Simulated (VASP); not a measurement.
# Band gap of WS2 (Tungstenite): cutoff, mesh and cell

Aim: test what besides the functional moves the gap of WS2 (Tungstenite). The starting structure is a measured crystal structure from the Crystallography Open Database. Cell and atoms stay as given unless a step says otherwise.

Method: Kohn-Sham DFT with plane waves and PAW; LDA, in VASP 6.6.1.

## (1) The structure

It takes space group P6_3/mmc (No. 194, hexagonal). Conventional cell: a = 3.153 Å, b = 3.153 Å, c = 12.323 Å, α = 90.00°, β = 90.00°, γ = 120.00°. W has 6 S at 2.40 Å nearest. Nearest to S lie 3 W at 2.40 Å. Farther neighbours and most contacts between anions are not listed.

## (2) Reference bands

INCAR

```
SYSTEM = WS2
PREC = Accurate
ENCUT = 350
EDIFF = 1E-06
NELM = 100
ISMEAR = 0
SIGMA = 0.03
LREAL = .FALSE.
ALGO = Normal
GGA = CA
NBANDS = 34
LORBIT = 11
LWAVE = .FALSE.
LCHARG = .FALSE.
KPAR = 4
```

POSCAR

```
WS2
1.0
    3.1532000000      0.0000000000      0.0000000000
   -1.5766000000      2.7307513032      0.0000000000
    0.0000000000      0.0000000000     12.3230000000
W S
2 4
Direct
    0.6666666667      0.3333333333      0.7500000000
    0.3333333333      0.6666666667      0.2500000000
    0.6666666667      0.3333333333      0.3775000000
    0.3333333333      0.6666666667      0.8775000000
    0.6666666667      0.3333333333      0.1225000000
    0.3333333333      0.6666666667      0.6225000000
```

KPOINTS

```
Automatic mesh
0
Gamma
8 8 2
0 0 0
```

KPOINTS_OPT

```
Line mode
8
Line-mode
Reciprocal
  0.00000000   0.00000000   0.00000000 GAMMA
  0.50000000   0.00000000   0.00000000 M

  0.50000000   0.00000000   0.00000000 M
  0.33333333   0.33333333   0.00000000 K

  0.33333333   0.33333333   0.00000000 K
  0.00000000   0.00000000   0.00000000 GAMMA

  0.00000000   0.00000000   0.00000000 GAMMA
  0.00000000   0.00000000   0.50000000 A

  0.00000000   0.00000000   0.50000000 A
  0.50000000   0.00000000   0.50000000 L

  0.50000000   0.00000000   0.50000000 L
  0.33333333   0.33333333   0.50000000 H

  0.33333333   0.33333333   0.50000000 H
  0.00000000   0.00000000   0.50000000 A

  0.50000000   0.00000000   0.50000000 L
  0.50000000   0.00000000   0.00000000 M

  0.33333333   0.33333333   0.00000000 K
  0.33333333   0.33333333   0.50000000 H
```

PAW data sets: W and S (LDA family, release 64).

The run is started by

```
$ mpirun -np 4 vasp_std
```

The log of the run:

```text
[banner, memory and clock lines left out]
running    4 mpi-ranks, on    1 nodes
 distrk:  each k-point on    1 cores,    4 groups
 distr:  one band on    1 cores,    1 groups

 POSCAR found type information on POSCAR W S
 POSCAR found :  2 types and       6 ions
 LDA part: xc-table for (Slater(with rela. corr.)+CA(PZ))
 , standard interpolation
 POSCAR, INCAR and KPOINTS ok, starting setup
 FFT: planning ... GRIDC
 FFT: planning ... GRID_SOFT
 FFT: planning ... GRID
 WAVECAR not read
 entering main loop
       N       E                     dE             d eps       ncg     rms          rms(c)
DAV:   1     0.110034847475E+03    0.11003E+03   -0.12287E+04  1360   0.680E+02
DAV:   2    -0.466892863764E+02   -0.15672E+03   -0.14906E+03  1710   0.176E+02
DAV:   3    -0.553439106819E+02   -0.86546E+01   -0.85483E+01  1758   0.409E+01
DAV:   4    -0.554492889385E+02   -0.10538E+00   -0.10529E+00  1726   0.498E+00
DAV:   5    -0.554510995018E+02   -0.18106E-02   -0.18102E-02  1718   0.630E-01    0.403E+01
DAV:   6    -0.531030920534E+02    0.23480E+01   -0.44511E+00  1836   0.109E+01    0.168E+01
DAV:   7    -0.528175609884E+02    0.28553E+00   -0.17203E+00  1620   0.768E+00    0.907E+00
DAV:   8    -0.526509448665E+02    0.16662E+00   -0.30614E-01  1766   0.328E+00    0.125E+00
DAV:   9    -0.526490422234E+02    0.19026E-02   -0.50318E-02  1598   0.108E+00    0.634E-01
DAV:  10    -0.526468764930E+02    0.21657E-02   -0.11400E-02  1720   0.456E-01    0.302E-01
DAV:  11    -0.526466634535E+02    0.21304E-03   -0.97229E-04  1664   0.154E-01    0.190E-01
DAV:  12    -0.526466077145E+02    0.55739E-04   -0.11284E-04  1740   0.556E-02    0.756E-02
DAV:  13    -0.526466060019E+02    0.17126E-05   -0.20755E-05  1566   0.188E-02    0.183E-02
DAV:  14    -0.526466049625E+02    0.10394E-05   -0.20565E-06  1296   0.764E-03    0.113E-02
DAV:  15    -0.526466049045E+02    0.57926E-07   -0.78608E-07   822   0.405E-03
   1 F= -.52646605E+02 E0= -.52646605E+02  d E =-.108437E-22
 Start KPOINTS_OPT (optional k-point list driver)
k-point batch [1-20\72]
       N       E                     dE             ncg
DAV:   1     0.343931455670E+04   -0.14723E+05     1360
DAV:   2     0.350010103181E+03   -0.30893E+04     1698
DAV:   3     0.175634200993E+03   -0.17438E+03     1688
DAV:   4     0.173559559103E+03   -0.20746E+01     1734
DAV:   5     0.173526383535E+03   -0.33176E-01     1724
DAV:   6     0.173525614813E+03   -0.76872E-03     1814
DAV:   7     0.173525595700E+03   -0.19113E-04     1706
DAV:   8     0.173525595217E+03   -0.48326E-06     1246
[...]
k-point batch [61-72\72]
       N       E                     dE             ncg
DAV:   1     0.729606885204E+04   -0.12626E+05      816
DAV:   2     0.549546822922E+04   -0.18006E+04      966
DAV:   3     0.539428208756E+04   -0.10119E+03     1046
DAV:   4     0.539312502146E+04   -0.11571E+01      992
DAV:   5     0.539310723719E+04   -0.17784E-01     1076
DAV:   6     0.539310686713E+04   -0.37006E-03      990
DAV:   7     0.539310685817E+04   -0.89574E-05     1082
DAV:   8     0.539310685796E+04   -0.21736E-06      660
```

Run time: 12 s. Hardware: 4 MPI ranks of AMD EPYC 9R45, shared host; peak memory 0.67 GiB; 46 s of CPU time.

Lines that name or quote the potential files are left out of all logs, and their timing lines are given in words.

Parts of OUTCAR (step 2):

```text
ion  position               nearest neighbor table
   1  0.667  0.333  0.750-   4 2.40   6 2.40   4 2.40   6 2.40   4 2.40   6 2.40
   2  0.333  0.667  0.250-   3 2.40   5 2.40   3 2.40   5 2.40   3 2.40   5 2.40
   3  0.667  0.333  0.377-   2 2.40   2 2.40   2 2.40
   4  0.333  0.667  0.877-   1 2.40   1 2.40   1 2.40
   5  0.667  0.333  0.123-   2 2.40   2 2.40   2 2.40
   6  0.333  0.667  0.623-   1 2.40   1 2.40   1 2.40

  LATTYP: Found a hexagonal cell.
 ALAT       =     3.1532000000
 C/A-ratio  =     3.9080933655

 Subroutine GETGRP returns: Found 24 space group operations
 (whereof 12 operations were pure point group operations)

The static configuration has the point symmetry D_3d.
 The point group associated with its full space group is D_6h.

 Found     20 irreducible k-points:

   k-points           NKPTS =     20   k-points in BZ     NKDIM =     20   number of bands    NBANDS=     34

   dimension x,y,z NGX =    20 NGY =   20 NGZ =   80
   dimension x,y,z NGXF=    40 NGYF=   40 NGZF=  160

   ENCUT  =  350.0 eV  25.72 Ry    5.07 a.u.   4.81  4.81 18.80*2*pi/ulx,y,z

   NELECT =      36.0000    total number of electrons

 k-points in reciprocal lattice and weights: Automatic mesh
   0.00000000  0.00000000  0.00000000       0.008
   0.12500000 -0.00000000  0.00000000       0.047
   0.25000000 -0.00000000  0.00000000       0.047
   0.37500000 -0.00000000  0.00000000       0.047
   0.50000000 -0.00000000  0.00000000       0.023
   0.12500000  0.12500000  0.00000000       0.047
   0.25000000  0.12500000  0.00000000       0.094
   0.37500000  0.12500000  0.00000000       0.094
   0.25000000  0.25000000  0.00000000       0.047
[...]
0.25000000  0.25000000  0.50000000       0.047
   0.37500000  0.25000000  0.50000000       0.047

 average (electrostatic) potential at core
       1 -40.2901       2 -40.2901       3 -86.1791       4 -86.1791       5 -86.1791
       6 -86.1791

 E-fermi :   6.4785

 k-point     1 :       0.0000    0.0000    0.0000
  band No.  band energies     occupation
    ...
     14       4.1143      2.00000
     15       4.1143      2.00000
     16       4.8481      2.00000
     17       5.0054      2.00000
     18       6.2797      2.00000
     19       8.5958      0.00000
     20       8.5958      0.00000
     21       8.6086      0.00000
     22       8.6086      0.00000
     23       8.6622      0.00000
    ...

 k-point     2 :       0.1250   -0.0000    0.0000
  band No.  band energies     occupation
    ...
     14       3.7329      2.00000
     15       4.0898      2.00000
     16       5.0163      2.00000
     17       5.0271      2.00000
     18       5.7844      2.00000
     19       8.1322      0.00000
     20       8.4111      0.00000
     21       8.4195      0.00000
     22       8.5474      0.00000
     23       8.5800      0.00000
    ...

 k-point     3 :       0.2500   -0.0000    0.0000
  band No.  band energies     occupation
    ...
     14       3.6982      2.00000
     15       3.7504      2.00000
     16       4.4689      2.00000
     17       4.6383      2.00000
     18       4.7867      2.00000
     19       7.5787      0.00000
     20       8.1169      0.00000
     21       8.3490      0.00000
     22       8.5617      0.00000
     23       8.6431      0.00000
    ...

  Total       -2.8382088     -2.8382088     -2.8042940      0.0000000      0.0000000      0.0000000
  in kB      -42.8553265    -42.8553265    -42.3432325      0.0000000      0.0000000      0.0000000
  external PRESSURE =     -42.6846285 kB  Pullay stress =       0.0000000 kB

  energy-cutoff  :      350.00
  volume of cell :      106.11
      direct lattice vectors                 reciprocal lattice vectors
     3.153200000  0.000000000  0.000000000     0.317138145  0.183099794  0.000000000
    -1.576600000  2.730751303  0.000000000     0.000000000  0.366199587  0.000000000
     0.000000000  0.000000000 12.323000000     0.000000000  0.000000000  0.081149071

 POSITION                                       TOTAL-FORCE (eV/Angst)
 -----------------------------------------------------------------------------------
      1.57660      0.91025      9.24225        -0.000000      0.000000      0.000000
     -0.00000      1.82050      3.08075        -0.000000     -0.000000      0.000000
      1.57660      0.91025      4.65193         0.000000     -0.000000     -0.367217
     -0.00000      1.82050     10.81343        -0.000000      0.000000     -0.367217
      1.57660      0.91025      1.50957         0.000000     -0.000000      0.367217
     -0.00000      1.82050      7.67107        -0.000000      0.000000      0.367217
 -----------------------------------------------------------------------------------
    total drift:                               -0.000000      0.000000     -0.000000

  FREE ENERGIE OF THE ION-ELECTRON SYSTEM (eV)
  ---------------------------------------------------
  free  energy   TOTEN  =       -52.6466049045 eV

  energy  without entropy=      -52.6466049045  energy(sigma->0) =      -52.64660490

 total charge
# of ion       s       p       d       tot
------------------------------------------
    1        0.567   0.713   4.308   5.588
    2        0.567   0.713   4.308   5.588
    3        1.358   2.347   0.000   3.705
    4        1.358   2.347   0.000   3.705
    5        1.358   2.347   0.000   3.705
    6        1.358   2.347   0.000   3.705
--------------------------------------------------
tot          6.568  10.813   8.616  25.997

[... 3 further parts left out ...]
```

Spin-orbit coupling is off here; with elements this heavy it can split and shift levels by tenths of an eV. At this level the cell is under a tension of 4.3 GPa, so at these settings it is away from equilibrium. The data set W keeps the semicore shell frozen, which is cheaper and a little less accurate.

The reference gap is 0.938 eV.

## (3) Bands with cell and atoms relaxed by LDA

Against step 2 the input has another starting structure. The cell comes from a relaxation at this level, not shown (102.78 Å³).

INCAR is that of step 2.

POSCAR

```
WS2
1.0
    3.1254149924      0.0000000000      0.0000000000
   -1.5627074962      2.7066887808      0.0000000000
    0.0000000000      0.0000000000     12.1494952728
W S
2 4
Direct
    0.6666666667      0.3333333333      0.7500000000
    0.3333333333      0.6666666667      0.2500000000
    0.6666666667      0.3333333333      0.3786046316
    0.3333333333      0.6666666667      0.8786046316
    0.6666666667      0.3333333333      0.1213953684
    0.3333333333      0.6666666667      0.6213953684
```

KPOINTS is that of step 2.

KPOINTS_OPT is that of step 2.

The run is started by

```
$ mpirun -np 4 vasp_std
```

The log of the run:

```text
[... set-up lines as in an earlier step ...]
 entering main loop
       N       E                     dE             d eps       ncg     rms          rms(c)
DAV:   1     0.112026150917E+03    0.11203E+03   -0.12428E+04  1360   0.684E+02
DAV:   2    -0.465728542928E+02   -0.15860E+03   -0.15038E+03  1736   0.178E+02
DAV:   3    -0.552823185733E+02   -0.87095E+01   -0.86134E+01  1744   0.410E+01
DAV:   4    -0.553842303463E+02   -0.10191E+00   -0.10181E+00  1768   0.492E+00
[...]
DAV:  12    -0.526795565420E+02    0.47895E-04   -0.82748E-05  1728   0.503E-02    0.745E-02
DAV:  13    -0.526795536314E+02    0.29106E-05   -0.20748E-05  1580   0.186E-02    0.169E-02
DAV:  14    -0.526795528831E+02    0.74832E-06   -0.19475E-06  1244   0.718E-03
   1 F= -.52679553E+02 E0= -.52679553E+02  d E =-.117575E-10
 Start KPOINTS_OPT (optional k-point list driver)
k-point batch [1-20\72]
       N       E                     dE             ncg
DAV:   1     0.368929382597E+04   -0.14250E+05     1360
DAV:   2     0.559977479871E+03   -0.31293E+04     1726
DAV:   3     0.386664899532E+03   -0.17331E+03     1716
DAV:   4     0.384653780714E+03   -0.20111E+01     1680
DAV:   5     0.384622447399E+03   -0.31333E-01     1780
DAV:   6     0.384621781350E+03   -0.66605E-03     1768
DAV:   7     0.384621765371E+03   -0.15979E-04     1774
DAV:   8     0.384621764983E+03   -0.38775E-06     1192
[...]
k-point batch [61-72\72]
       N       E                     dE             ncg
DAV:   1     0.742820149455E+04   -0.12637E+05      816
DAV:   2     0.564276264955E+04   -0.17854E+04      986
DAV:   3     0.554378251286E+04   -0.98980E+02     1034
DAV:   4     0.554270174845E+04   -0.10808E+01      966
DAV:   5     0.554268554005E+04   -0.16208E-01     1096
DAV:   6     0.554268524210E+04   -0.29796E-03      998
DAV:   7     0.554268523512E+04   -0.69741E-05     1088
DAV:   8     0.554268523497E+04   -0.15466E-06      664
```

Wall time 12 s (4 MPI ranks); peak memory 0.66 GiB.

From OUTCAR (step 3):

```text
  Total       -0.1133861     -0.1133861     -0.0705108      0.0000000      0.0000000      0.0000000
  in kB       -1.7675268     -1.7675268     -1.0991625      0.0000000      0.0000000      0.0000000
  external PRESSURE =      -1.5447387 kB  Pullay stress =       0.0000000 kB

 POSITION                                       TOTAL-FORCE (eV/Angst)
 -----------------------------------------------------------------------------------
      1.56271      0.90223      9.11212        -0.000000     -0.000000      0.000000
     -0.00000      1.80446      3.03737        -0.000000     -0.000000      0.000000
      1.56271      0.90223      4.59986         0.000000     -0.000000      0.003129
     -0.00000      1.80446     10.67460         0.000000     -0.000000      0.003129
      1.56271      0.90223      1.47489        -0.000000     -0.000000     -0.003129
     -0.00000      1.80446      7.54964        -0.000000      0.000000     -0.003129
 -----------------------------------------------------------------------------------
    total drift:                               -0.000000      0.000000     -0.000000

  FREE ENERGIE OF THE ION-ELECTRON SYSTEM (eV)
  ---------------------------------------------------
  free  energy   TOTEN  =       -52.6795528831 eV

  energy  without entropy=      -52.6795528831  energy(sigma->0) =      -52.67955288

[... 1 part as in an earlier step ...]

[... 2 further parts left out ...]
[key lines of the parts left out:]
E-fermi :   6.8215
```

With cell and atoms relaxed by LDA the gap is 0.870 eV, -0.068 eV from the reference.

## (4) Bands with no band path

Against step 2 the input has no band path (also changed: NBANDS).

Changes to INCAR since step 3:

```diff
@@ -10,3 +10,3 @@
 GGA = CA
-NBANDS = 34
+NBANDS = 24
 LORBIT = 11
```

POSCAR

```
WS2
1.0
    3.1532000000      0.0000000000      0.0000000000
   -1.5766000000      2.7307513032      0.0000000000
    0.0000000000      0.0000000000     12.3230000000
W S
2 4
Direct
    0.6666666667      0.3333333333      0.7500000000
    0.3333333333      0.6666666667      0.2500000000
    0.6666666667      0.3333333333      0.3775000000
    0.3333333333      0.6666666667      0.8775000000
    0.6666666667      0.3333333333      0.1225000000
    0.3333333333      0.6666666667      0.6225000000
```

KPOINTS is that of step 3.

The run is started by

```
$ mpirun -np 4 vasp_std
```

The log of the run:

```text
[... set-up lines as in an earlier step ...]
 entering main loop
       N       E                     dE             d eps       ncg     rms          rms(c)
DAV:   1     0.138428721143E+03    0.13843E+03   -0.13221E+04   960   0.972E+02
DAV:   2    -0.450007122753E+02   -0.18343E+03   -0.17712E+03  1344   0.227E+02
DAV:   3    -0.552503681986E+02   -0.10250E+02   -0.10188E+02  1296   0.559E+01
DAV:   4    -0.554457877726E+02   -0.19542E+00   -0.19521E+00  1248   0.843E+00
[...]
DAV:  12    -0.526466056390E+02    0.73224E-04   -0.33150E-04  1336   0.110E-01    0.394E-02
DAV:  13    -0.526466052282E+02    0.41084E-06   -0.30880E-05  1304   0.294E-02    0.565E-03
DAV:  14    -0.526466049279E+02    0.30022E-06   -0.20588E-06   992   0.759E-03
   1 F= -.52646605E+02 E0= -.52646605E+02  d E =-.243223E-17
```

Run time: 3.6 s. Hardware: 4 MPI ranks; peak memory 0.55 GiB; 13 s of CPU time.

Parts of OUTCAR (step 4):

```text
  Total       -2.8372856     -2.8372856     -2.8048947     -0.0000000      0.0000000      0.0000000
  in kB      -42.8413867    -42.8413867    -42.3523028     -0.0000000      0.0000000      0.0000000
  external PRESSURE =     -42.6783588 kB  Pullay stress =       0.0000000 kB

 POSITION                                       TOTAL-FORCE (eV/Angst)
 -----------------------------------------------------------------------------------
      1.57660      0.91025      9.24225         0.000000     -0.000000      0.000000
     -0.00000      1.82050      3.08075        -0.000000     -0.000000      0.000000
      1.57660      0.91025      4.65193         0.000000     -0.000000     -0.367297
     -0.00000      1.82050     10.81343        -0.000000     -0.000000     -0.367297
      1.57660      0.91025      1.50957        -0.000000      0.000000      0.367297
     -0.00000      1.82050      7.67107         0.000000     -0.000000      0.367297
 -----------------------------------------------------------------------------------
    total drift:                               -0.000000      0.000000     -0.000000

  FREE ENERGIE OF THE ION-ELECTRON SYSTEM (eV)
  ---------------------------------------------------
  free  energy   TOTEN  =       -52.6466049279 eV

  energy  without entropy=      -52.6466049279  energy(sigma->0) =      -52.64660493

[... 1 part as in an earlier step ...]

[... 2 further parts left out ...]
[key lines of the parts left out:]
E-fermi :   6.4484
```

With no band path the gap is 1.069 eV, +0.130 eV from the reference, read on the mesh alone.

(Continued in part 2 of 2.)

[Lines on the potential files, build, host, timing and source positions are cut from VASP's logs without a mark.]

[Logs are printed without paths, hosts, clocks, repeated set-up lines and the standing remarks that a program may print on its own settings, such as how far it seeks lower states.]

[Hosts, paths, dates, database ids (printed as entryN), source tags and the programs' standing remarks are cut or masked in the printed files.]
